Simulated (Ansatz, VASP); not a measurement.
# CmSe2 in two plane-wave programs, part 2 of 2

Aim: how closely do two programs agree when they are given the same cell, functional and k mesh?

VASP 6.6.1 and Ansatz 0.2.0.

So far. Step 2 (VASP: single point, PBE): The run ends at a pressure of 1.73 GPa, with forces up to 0.31 eV/Å.

In doubt: an open 5f shell, unless half filled, can sit in one of many states, so energies may not be the lowest and differences between runs may mislead.

## 3. Ansatz: single point, PBE

Level of this step: Ansatz beside VASP: Kohn-Sham DFT, plane waves, PBE (Ansatz).

Ansatz runs on its default PAW (the set named soft_2) files.

The same cell, functional, mesh and smearing now go to Ansatz, which takes its cutoff from its data sets.

Contents of input.yaml:

```yaml
crystal:
  lattice:
    - [4.096, 0.0, 0.0]
    - [0.0, 4.096, 0.0]
    - [0.0, 0.0, 8.369]
  atoms:
    - { symbol: Cm, position: [0.0, 0.5, 0.73], spin: 7.0 }
    - { symbol: Cm, position: [0.5, 0.0, 0.27], spin: 7.0 }
    - { symbol: Se, position: [0.0, 0.5, 0.37] }
    - { symbol: Se, position: [0.5, 0.0, 0.63] }
    - { symbol: Se, position: [0.5, 0.5, 0.0] }
    - { symbol: Se, position: [0.0, 0.0, 0.0] }
hamiltonian:
  xc: pbe
  pseudopotentials: { kind: paw }
magnetization:
  spin_polarized: true
kpoints:
  mp_grid: { grid: [7, 7, 4] }
scf:
  occupations: { method: fermi_dirac, width: 0.05 }
  n_extra_bands: 14
output:
  forces: true
  stress: true
  eigenvalues: true
```

Command:

```
ansatz run input.yaml --threads 4 --pin off --max-ram 9216MiB --backend cpu --events-out ev --progress --plain --runs-dir out
```

Numbers of over 12 decimals in the logs are rounded to 6 here.

The log of the run:

```text
Warning: the band count 64 (scf.n_extra_bands) hosts the net moment |M| = 14.0000 μB (N_el = 100) but caps the reachable moment at 2·n_bands − N_el = 28.0000 μB, below the 69 bands that the automatic rule leaves for it — a moment growing past the seed, or the majority channel's smearing tail, pins there with fewer empty majority states than that count leaves; raise or omit scf.n_extra_bands unless the cap is intended
scf.n_extra_bands = 14 over 50 filled bands (N_el = 100.0): the run solves 64 bands
Engine: ansatz 0.2.0, aarch64-unknown-linux-gnu
Pseudopotentials: kind: paw
Pseudopotential: Cm, paw, valence charge 18, recommended cutoff 420 eV (normal), Cm.paw.azcp
Pseudopotential: Se, paw, valence charge 16, recommended cutoff 420 eV (normal), Se.paw.azcp
Functional definition: PBE
  parameter kappa = 0.804
  parameter beta = 0.066725
  exchange = pbe_x(kappa = kappa, mu = beta*pi^2/3)
  correlation = pbe_c(beta = beta)
Crystal: 6 atoms, lattice volume = 140.409 Å³
Basis set: ecut = 420 eV, 2731 PW (Γ), exchange–correlation on 60×60×120 points (8 copies of the dense FFT grid, shifted against one another)
Bands: 64, of which v1, the nominal top of the filled ones, is band 50 counted from 1 (49 counted from 0)
Symmetry: 16 space group operations
Space group: P4/nmm (ITA 129), of the structure as read, at distance tolerance 5.2e-5 Å
Magnetic group: BNS 129.411 (UNI 1071), of the structure as read, at distance tolerance 5.2e-5 Å
k-points: 30 of 196
Non-local potential: Cm, projectors of the file, l = 0: 3, l = 1: 2, l = 2: 2, l = 3: 3
Non-local potential: Se, projectors of the file, l = 0: 2, l = 1: 2, l = 2: 3, l = 3: 1
PAW form: soft (Blöchl's): semilocal exchange-correlation on the pseudo side does not see the compensation charge
PAW one-centre angular grid: Cm, 590 points (default); XC on 64 Gauss nodes
PAW one-centre angular grid: Se, 590 points (default); XC on 64 Gauss nodes
Initial density: superposition of atomic densities (chi_scale 0.1, normalization cell, long waves kept (reshape's long-wave potential 0.34 eV rms))
Starting moments: Σ|m| = 14 μB on 2 of 6 sites
Initial wavefunctions: pseudopotential atomic-orbital guess
Functional: x = pbe(κ = 0.804, μ = 0.219515), c = pbe(β = 0.066725)
SCF iter   1: F=—  HF=-54281.350379 eV  |F-HF|=—  |Δ(HF+E_count)|=         —  Δρ=5.20e-2 (↑5.17e-2 ↓5.20e-2)  dr2=4.99e1  dr2_m=3.29e-2  M=13.435 μB ∫|m|=13.932 μB  β_m=0.30  ethr=3.10e-3  ⟨swp⟩=5.9  Hψ=12858  notcnv=0  defer=1
Mixer restart at iter 1: flushing history
preconditioner: auto → Kerker (q_TF=auto, 2.578 Å⁻¹)  [metal: Δε(μ)=0.005 eV  Ē_g=6.158 eV  σ=0.050 eV  W_gap=0.03  n_scr=38 (ndim 8)  ℏωp=20.8 eV  f_vac=0.000  D(μ)=7.22/eV (n_scr^D=56)]
spin=Collinear: Kerker preconditioning applied to the charge; magnetization (m = ρ↑ − ρ↓) channel mixes plain (no charge-response kernel on spin).
SCF iter   2: F=—  HF=-54277.832892 eV  |F-HF|=—  |Δ(HF+E_count)|=    3.52e0  Δρ=3.61e-2 (↑3.14e-2 ↓3.61e-2)  dr2=2.41e1  dr2_m=3.48e-2  M=13.345 μB ∫|m|=13.724 μB  β_m=0.53  ethr=3.10e-3  ⟨swp⟩=2.1  Hψ=7021  notcnv=0  defer=68
SCF iter   3: F=—  HF=-54274.043170 eV  |F-HF|=—  |Δ(HF+E_count)|=    3.79e0  Δρ=1.04e-2 (↑1.01e-2 ↓1.04e-2)  dr2=3.06e0  dr2_m=6.08e-3  M=13.502 μB ∫|m|=13.578 μB  β_m=0.61  ethr=3.10e-3  ⟨swp⟩=3.0  Hψ=8047  notcnv=0  defer=99
SCF iter   4: F=—  HF=-54273.425711 eV  |F-HF|=—  |Δ(HF+E_count)|=   6.17e-1  Δρ=9.32e-3 (↑5.16e-3 ↓9.32e-3)  dr2=5.30e-1  dr2_m=1.44e-2  M=13.663 μB ∫|m|=13.778 μB  β_m=0.81  ethr=3.06e-3  ⟨swp⟩=2.2  Hψ=5493  notcnv=0  defer=122
SCF iter   5: F=—  HF=-54273.799473 eV  |F-HF|=—  |Δ(HF+E_count)|=   3.74e-1  Δρ=5.12e-3 (↑2.23e-3 ↓5.12e-3)  dr2=1.01e-1  dr2_m=1.20e-2  M=13.804 μB ∫|m|=13.997 μB  β_m=0.88  ethr=5.30e-4  ⟨swp⟩=2.5  Hψ=6851  notcnv=0  defer=117
SCF iter   6: F=—  HF=-54273.801376 eV  |F-HF|=—  |Δ(HF+E_count)|=   1.90e-3  Δρ=2.30e-3 (↑2.30e-3 ↓1.25e-3)  dr2=3.73e-2  dr2_m=7.08e-4  M=13.841 μB ∫|m|=14.074 μB  β_m=0.85  ethr=1.01e-4  ⟨swp⟩=2.2  Hψ=7405  notcnv=0  defer=117
SCF iter   7: F=—  HF=-54273.799382 eV  |F-HF|=—  |Δ(HF+E_count)|=   1.99e-3  Δρ=8.14e-4 (↑5.39e-4 ↓8.14e-4)  dr2=1.01e-2  dr2_m=2.42e-4  M=13.837 μB ∫|m|=14.052 μB  β_m=0.88  ethr=3.73e-5  ⟨swp⟩=2.0  Hψ=7227  notcnv=0  defer=115
SCF iter   8: F=—  HF=-54273.797845 eV  |F-HF|=—  |Δ(HF+E_count)|=   1.54e-3  Δρ=4.55e-4 (↑3.09e-4 ↓4.55e-4)  dr2=2.56e-3  dr2_m=8.77e-5  M=13.837 μB ∫|m|=14.054 μB  β_m=0.94  ethr=1.01e-5  ⟨swp⟩=2.9  Hψ=6179  notcnv=0  defer=115
SCF iter   9: F=—  HF=-54273.797944 eV  |F-HF|=—  |Δ(HF+E_count)|=   9.91e-5  Δρ=2.06e-4 (↑2.06e-4 ↓1.69e-4)  dr2=2.09e-4  dr2_m=1.82e-6  M=13.832 μB ∫|m|=14.050 μB  β_m=0.79  ethr=2.56e-6  ⟨swp⟩=2.0  Hψ=6810  notcnv=0  defer=115
SCF iter  10: F=—  HF=-54273.797935 eV  |F-HF|=—  |Δ(HF+E_count)|=   8.58e-6  Δρ=6.03e-5 (↑6.03e-5 ↓5.93e-5)  dr2=1.79e-5  dr2_m=1.07e-6  M=13.831 μB ∫|m|=14.046 μB  β_m=0.89  ethr=2.09e-7  ⟨swp⟩=2.0  Hψ=6875  notcnv=0  defer=115
SCF iter  11: F=—  HF=-54273.797926 eV  |F-HF|=—  |Δ(HF+E_count)|=   9.16e-6  Δρ=2.63e-5 (↑2.63e-5 ↓1.88e-5)  dr2=3.13e-6  dr2_m=1.64e-7  M=13.830 μB ∫|m|=14.046 μB  β_m=0.92  ethr=1.79e-8  ⟨swp⟩=2.0  Hψ=6774  notcnv=0  defer=115
SCF iter  12: F=—  HF=-54273.797928 eV  |F-HF|=—  |Δ(HF+E_count)|=   1.58e-6  Δρ=7.86e-6 (↑7.86e-6 ↓6.91e-6)  dr2=3.74e-7  dr2_m=1.24e-8  M=13.830 μB ∫|m|=14.046 μB  β_m=0.92  ethr=3.13e-9  ⟨swp⟩=2.0  Hψ=6777  notcnv=0  defer=115
SCF iter  13: F=—  HF=-54273.797928 eV  |F-HF|=—  |Δ(HF+E_count)|=   1.45e-7  Δρ=6.84e-6 (↑4.40e-6 ↓6.84e-6)  dr2=2.82e-7  dr2_m=4.51e-9  M=13.830 μB ∫|m|=14.046 μB  β_m=0.96  ethr=3.74e-10  ⟨swp⟩=2.0  Hψ=6779  notcnv=0  defer=115
SCF iter  14: F=-54273.797928 eV  HF=-54273.797928 eV  |F-HF|=1.14e-8  |Δ(HF+E_count)|=   2.35e-8  Δρ=2.33e-6 (↑1.88e-6 ↓2.33e-6)  dr2=2.44e-8  dr2_m=2.14e-10  M=13.830 μB ∫|m|=14.046 μB  ethr=1.00e-10  ⟨swp⟩=8.0  Hψ=16208  notcnv=0
SCF 1 converged in 14 iterations: F = -54273.797928 eV  dr2 = 2.44e-8
  greatest PAW one-centre occupation: 1.000 electrons in one spin orbital (limit 2), on the Se atom at site 5 (counted from 0), in its partial waves of l = 2
SCF converged after 14 iterations
Magnetization: 13.8301 μB (56.9151 up, 43.0849 down)
Absolute magnetization: 14.0404 μB (∫|ρ↑−ρ↓|, with the PAW one-centre terms)
Spin contamination: 0.1347 ħ² per cell (⟨S²⟩ above its minimum at these occupations)
Per-site moments (μB) at R_I (Å): [(6.693467, 1.242796), (6.693467, 1.2427965), (-0.00412909, 1.242796), (-0.00412909, 1.2427965), (-0.030252, 1.194728), (-0.030252, 1.194728)]
Free energy (F): -54273.797928 eV
Harris-Foulkes:  -54273.797928 eV  (|F-HF|=1.14e-8)
Internal energy: -54273.785418 eV  (E = F + TS)
E sigma→0 (E₀):  -54273.791673 eV
Entropy (-TS):   -0.012509 eV (-2.085 meV/atom)
Fermi energy:    13.090730 eV
--- Per-component energies (eV) ---
  E_band       = -1253.745003
  E_kinetic    = 1190.773420
  E_local      = -12130.527314  (includes V_loc(G=0)·N_el)
  E_nonlocal   = -813.414220
  E_hartree    = 5683.006275
  E_xc         = -771.814682
  E_vxc        = -781.259489  (∫ρ·V_xc dr)
  E_paw        = -35460.743345  (= ΣΔE_a)
  E_vpaw       = -85.327005  (= ΣTr[D̂ρ^β])
  E_aug_tail   = -0.002458  (compensation charges beyond the density's cutoff)
  E_ewald      = -11971.063094
  E_smearing   = -0.012509  (= −TS)
  E_closure    = -0.000000  (closes the sum)
  Σ components = -54273.797928   (vs F -54273.797928, Δ=0.00e0)
--- Forces (eV/Å), atoms counted from 1 ---
  atom   1  Cm     0.00000000     0.00000000    -0.33932860
  atom   2  Cm     0.00000000     0.00000000     0.33932860
  atom   3  Se     0.00000000     0.00000000    -0.11077908
  atom   4  Se     0.00000000     0.00000000     0.11077908
  atom   5  Se     0.00000000     0.00000000    -0.00000000
  atom   6  Se     0.00000000     0.00000000     0.00000000
  max |Σ_I F_I| component: 0.00e0 eV/Å
--- Stress (GPa, compression-positive) ---
        1.554442       0.000000       0.000000
        0.000000       1.554442       0.000000
        0.000000       0.000000       2.670219
  P = ⅓ Tr σ = 1.9264 GPa (19.264 kbar)
--- Band table (eV; the first three rows and the last of 60) ---
  k-point 0 ↑: bands = [... 46 lower, 10.2424, 10.3383, 10.3441, 10.3441, 10.9748, 11.2800, 11.2800, 12.5285, ... 10 higher]
  k-point 1 ↑: bands = [... 46 lower, 10.2300, 10.3637, 10.3926, 10.3926, 10.8978, 11.2360, 11.2360, 11.8654, ... 10 higher]
  k-point 2 ↑: bands = [... 46 lower, 10.2547, 10.4149, 10.4323, 10.4323, 10.8224, 11.1912, 11.1912, 11.2139, ... 10 higher]
  k-point 29 ↓: bands = [... 46 lower, 13.9821, 14.0164, 14.0284, 14.0415, 14.0919, 14.1066, 14.2222, 14.2451, ... 10 higher]
```

Wall time 20 s (4 threads of Arm Neoverse V2, shared host); peak memory 0.78 GiB.

Reading the cycles: dr2 is the Hartree energy of the density residual (eV), the measure of convergence; HF is the Harris–Foulkes estimate of the energy, which meets the free energy F at convergence.

The run ends at a pressure of 1.93 GPa, with forces up to 0.34 eV/Å.

## 4. Differences

Known differences besides the PAW data sets themselves: the data sets hold 100 valence electrons in Ansatz (default PAW (the set named soft_2) files) and 60 in VASP; the cutoff is 420 eV in Ansatz and 400 eV in VASP; VASP leaves aspherical gradient terms in its spheres out (LASPH is not set), Ansatz keeps them; site moments are counted in spheres of each program's own size. Total energies have different zeros and are not compared.

Compared:

```tsv
quantity	Ansatz	VASP	difference
pressure (GPa)	1.93	1.73	+0.20
total moment (μB)	13.83	13.86	-0.03
moment on Cm1 (μB)	6.69	6.70	-0.01
moment on Cm2 (μB)	6.69	6.70	-0.01
```

Forces (eV/Å; atoms numbered as in POSCAR):

```tsv
atom	Ansatz x, y, z	VASP x, y, z
Cm1	0.000, 0.000, -0.339	0.000, 0.000, -0.314
Cm2	0.000, 0.000, 0.339	0.000, 0.000, 0.314
Se3	0.000, 0.000, -0.111	0.000, 0.000, -0.098
Se4	0.000, 0.000, 0.111	0.000, 0.000, 0.098
Se5	0.000, 0.000, 0.000	0.000, 0.000, 0.000
Se6	0.000, 0.000, 0.000	0.000, 0.000, 0.000
```

The forces differ by 9.6 meV/Å r.m.s., which is 8.8 % of the r.m.s. force of 0.11 eV/Å (both taken over all components). Ansatz's pressure holds a Pulay correction of 0.06 GPa; VASP's holds none.

## 5. Results

| Property | Result |
| --- | --- |
| r.m.s. force difference (single point, PBE) | 9.6 meV/Å |

What this shows: The r.m.s. force difference is 9.6 meV/Å (single point, PBE), within the 12 meV/Å picked in this series as the mark of a large difference. How closely two codes agree says nothing of how well the functional describes the real material.

[Lines on the potential files, build, host, timing and source positions are cut from VASP's logs without a mark.]

[Logs are printed without paths, hosts, clocks, repeated set-up lines and the standing remarks that a program may print on its own settings, such as how far it seeks lower states.]

[Hosts, paths, dates, database ids (printed as entryN), source tags and the programs' standing remarks are cut or masked in the printed files.]
